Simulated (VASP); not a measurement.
The system is MgO.

```
Mg O
1.0
     0.00000    2.12248    2.12248
     2.12248    0.00000    2.12248
     2.12248    2.12248    0.00000
Mg O
1 1
Direct
  0.00000 0.00000 0.00000
  0.50000 0.50000 0.50000
```

Program: VASP 6.6.1. Alike in all runs: task band structure; potentials or basis VASP PAW PBE potentials, release 64 (Mg, O); no spin polarisation; cell as given; k mesh 12 × 12 × 12; cutoff (eV) 520; smearing gaussian 0.03 eV.

Task: Order these runs on this cell by their band gap on the k mesh, lowest first.
A. level TB-mBJ
B. level PBE
C. level r2SCAN

Result: B (4.50 eV), C (5.37 eV), A (6.53 eV).

